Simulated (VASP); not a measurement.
Data:

```
Cd
1.0
    1.44744    -2.50704     0.00000
    1.44744     2.50704     0.00000
    0.00000     0.00000     4.95679
Cd
2
Cartesian
  1.44744   0.83568   1.23920
  1.44744  -0.83568   3.71759
```

Computed with PBE GGA, VASP's PBE PAW potentials (set 64) (plane waves; VASP). Settings: 500 eV cut-off, 14×14×8 Γ-centred mesh, first-order Methfessel-Paxton smearing of 0.10 eV, potentials Cd.

Energy and stress use the plane-wave basis of the starting cell.

Q: The ions, cell shape and volume at an external pressure of 30.0 GPa are relaxed. Predict the relaxed structure.

A: 
```
Cd
1.0
    1.42159    -2.46226     0.00000
    1.42159     2.46226     0.00000
    0.00000     0.00000     4.83516
Cd
2
Direct
  0.33333   0.66667   0.25000
  0.66667   0.33333   0.75000
```
Space group P6_3/mmc (194), at a tolerance of 0.03 Å.

Q: How do energy and volume change from the first to the last step?

A: The energy (σ→0) changes by +163.7 meV/atom and the volume by -5.9 %, in 9 ionic steps.

The compound is Cd in the hcp structure. This run relaxes it under an external pressure of 30 GPa. Symmetry was kept, so distortions that lower it aren't found.
